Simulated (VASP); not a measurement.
Here is a VASP 6.6.1 calculation.

The input POSCAR:

```
H3SNO2
1.0
    6.4728650000      0.0000000000      0.0000000000
    0.0000000000      6.4728650000      0.0000000000
    0.0000000000      0.0000000000      6.4728650000
S O N H
3 6 3 9
Direct
    0.2479273089      0.4415973452      0.0439681656
    0.9612744897      0.1420236634      0.6245611487
    0.7259691033      0.6698888359      0.2798142708
    0.3162896183      0.2882494846      0.1940408150
    0.2417785633      0.6561391285      0.1239173071
    0.9243511181      0.3583266452      0.6864657304
    0.8015461469     -0.0094085077      0.6778914746
    0.7188007165      0.8328769409      0.1306222206
    0.7111688564      0.4619283733      0.2172608265
    0.1137672422      0.6628285929      0.5485824283
    0.5077349829      0.4516701646      0.8271453213
    0.2372674233     -0.0026572468      0.8495310809
   -0.0121275509      0.6902044149      0.6268167187
    0.1212446112      0.7739849356      0.4434512384
    0.1089471200      0.5341529601      0.4599199891
    0.6509018804      0.4825220362      0.8786681014
    0.5063600121      0.3019373956      0.7766730806
    0.4641993924      0.5515177591      0.7114314913
    0.3751507254      0.0185080332      0.7786505666
    0.2530255150      0.0374331923      1.0140640968
    0.2152987896     -0.1512622309      0.8583061751
```

Contents of INCAR.step1:

```
PREC     = Accurate       # precision mode
ENCUT    = 520            # plane-wave cutoff, eV
ISMEAR   = -1             # smearing method
SIGMA    = 0.05           # smearing width, eV
LREAL    = Auto         
LASPH    = True           # aspherical terms in the spheres
NELM     = 100            # most SCF steps
NBANDS   = 55             # bands
GGA      = PE             # functional
ALGO     = Normal         # electronic algorithm
EDIFF    = 1E-4           # SCF threshold, eV
LWAVE    = True           # write WAVECAR
LCHARG   = False          # write CHGCAR
```

File INCAR.step2:

```
PREC     = Accurate       # precision mode
ENCUT    = 520            # plane-wave cutoff, eV
EDIFF    = 1E-6           # SCF threshold, eV
ISMEAR   = -1             # smearing method
SIGMA    = 0.05           # smearing width, eV
LREAL    = Auto         
LASPH    = True           # aspherical terms in the spheres
NELM     = 100            # most SCF steps
ALGO     = Normal         # electronic algorithm
ISIF     = 2              # what is computed and relaxed
LWAVE    = False          # write WAVECAR
LCHARG   = False          # write CHGCAR
METAGGA  = R2SCAN         # meta-GGA
LMIXTAU  = True         
IVDW     = 12             # dispersion correction
VDW_S6   = 1.0          
VDW_S8   = 0.78981345   
VDW_A1   = 0.49484001   
VDW_A2   = 5.73083694   
NBANDS   = 55             # bands
ISTART   = 1
```

File KPOINTS:

```
Automatic mesh
0
Gamma
  1 1 1
```

Potentials or basis: VASP PAW PBE potentials, release 64 (S, O, N, H).

Launch:

```sh
$ cat potpaw_PBE.64/S/POTCAR potpaw_PBE.64/O/POTCAR potpaw_PBE.64/N/POTCAR potpaw_PBE.64/H/POTCAR > POTCAR
$ cp INCAR.step1 INCAR
$ mpirun -np 1 vasp_gam > vasp.out
$ cp INCAR.step2 INCAR
$ mpirun -np 1 vasp_gam > vasp.out
```

(1) Estimate the band gap on the k mesh.

(2) Estimate the largest force.

Results:

(1) 2.80 eV, direct.

(2) 3.623 eV/Å.

Caveat: the PAW data sets were made with another functional, which shifts forces and pressure a little.
